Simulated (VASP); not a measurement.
These are PBEsol GGA, VASP's PBE PAW potentials (set 64) (plane waves; VASP) values and carry that method's errors.

A VASP calculation is set up with these files.

File KPOINTS:
```
k-points along high-symmetry lines
15
Line-mode
Reciprocal
  0.000000   0.000000   0.000000 ! GAMMA
 -0.500000  -0.500000   0.000000 ! X

 -0.500000  -0.500000   0.000000 ! X
 -0.375000  -0.375000   0.250000 ! U

 -0.375000  -0.000000   0.375000 ! K
  0.000000   0.000000   0.000000 ! GAMMA

  0.000000   0.000000   0.000000 ! GAMMA
 -0.000000  -0.000000   0.500000 ! L

 -0.000000  -0.000000   0.500000 ! L
 -0.500000  -0.250000   0.250000 ! W

 -0.500000  -0.250000   0.250000 ! W
 -0.500000  -0.500000   0.000000 ! X
```

### INCAR
```
! general
SYSTEM  = WAl
PREC    = Accurate
ENCUT   = 400
LREAL   = .FALSE.
LASPH   = .TRUE.
ICHARG  = 11

! electronic loop
EDIFF   = 1E-7
NELM    = 100
ALGO    = Normal
LMAXMIX = 6

! smearing
ISMEAR  = 0
SIGMA   = 0.05

! functional
GGA     = PS

! output
LWAVE   = .FALSE.
LCHARG  = .FALSE.
LORBIT  = 11
```

**POSCAR**
```
WAl
1.0
  0.0000000000   2.8720668209   2.8720668209
  2.8720668209   0.0000000000   2.8720668209
  2.8720668209   2.8720668209   0.0000000000
W Al
1 1
Cart
  0.0000000000   0.0000000000   0.0000000000
  1.4360334105   1.4360334105   1.4360334105
```

POTCAR, in this order: W_sv Al (PBE.64 set). Program: vasp_std. Read from the step before: CHGCAR.

The resulting files:

File OSZICAR:
```
       N       E                     dE             d eps       ncg     rms          rms(c)
DAV:   1     0.789007392829E+02    0.78901E+02   -0.76598E+03  2240   0.111E+03
DAV:   2    -0.949906173199E+01   -0.88400E+02   -0.85040E+02  2516   0.281E+02
DAV:   3    -0.123707853560E+02   -0.28717E+01   -0.26894E+01  2716   0.457E+01
DAV:   4    -0.124250636733E+02   -0.54278E-01   -0.53965E-01  2384   0.656E+00
DAV:   5    -0.124263014972E+02   -0.12378E-02   -0.12372E-02  2792   0.996E-01
DAV:   6    -0.124263343135E+02   -0.32816E-04   -0.32814E-04  2644   0.160E-01
DAV:   7    -0.124263353968E+02   -0.10833E-05   -0.10829E-05  2812   0.260E-02
DAV:   8    -0.124263354408E+02   -0.43983E-07   -0.44617E-07  2228   0.481E-03
   1 F= -.12426335E+02 E0= -.12420829E+02  d E =-.110130E-01
```

### OUTCAR
```
 val. band max:        4.5316618474   @ k =  -0.4554  -0.4554   0.0893

 cond. band min:       4.5431642964   @ k =  -0.0357  -0.0357   0.0000



 k-point     1 :       0.0000    0.0000    0.0000
  band No.  band energies     occupation
      1     -69.2828      2.00000
      2     -33.4865      2.00000
      3     -33.4865      2.00000
      4     -33.4865      2.00000
      5      -2.9698      2.00000
      6       2.8805      2.00000
      7       2.8805      2.00000
      8       2.8805      2.00000
      9       4.5649      0.51285
     10       4.5649      0.51284
     11      11.9650      0.00000
     12      11.9885      0.00000

 k-point     2 :      -0.0357   -0.0357    0.0000
  band No.  band energies     occupation
      1     -69.2828      2.00000
      2     -33.4868      2.00000
      3     -33.4866      2.00000
      4     -33.4866      2.00000
      5      -2.9445      2.00000
      6       2.8614      2.00000
      7       2.8922      2.00000
      8       2.8922      2.00000
      9       4.5432      0.96845
     10       4.5740      0.36217
     11      11.8619      0.00000
     12      11.9100      0.00000

 k-point     3 :      -0.0714   -0.0714    0.0000
  band No.  band energies     occupation
      1     -69.2828      2.00000
      2     -33.4877      2.00000
      3     -33.4870      2.00000
      4     -33.4870      2.00000
      5      -2.8687      2.00000
      6       2.8054      2.00000
      7       2.9273      2.00000
      8       2.9273      2.00000
      9       4.4795      1.92182
     10       4.6009      0.09419
     11      11.6841      0.00000
     12      11.6921      0.00000

 k-point     4 :      -0.1071   -0.1071    0.0000
  band No.  band energies     occupation
      1     -69.2828      2.00000
      2     -33.4891      2.00000
      3     -33.4875      2.00000
      4     -33.4875      2.00000
      5      -2.7433      2.00000
      6       2.7169      2.00000
      7       2.9859      2.00000
...
```

The density is held fixed in this step, so its total energy and stress have no physical meaning. Unless said otherwise, spin-orbit coupling is left out, though it shifts the bands of the heavy elements here.

The structure was generated: WAl was put into the zinc blende type (F-43m), which need not be its known phase. It was relaxed first, which changed the volume by -32 %. The electron count is odd and the run is not spin-polarised, which forces a metal.
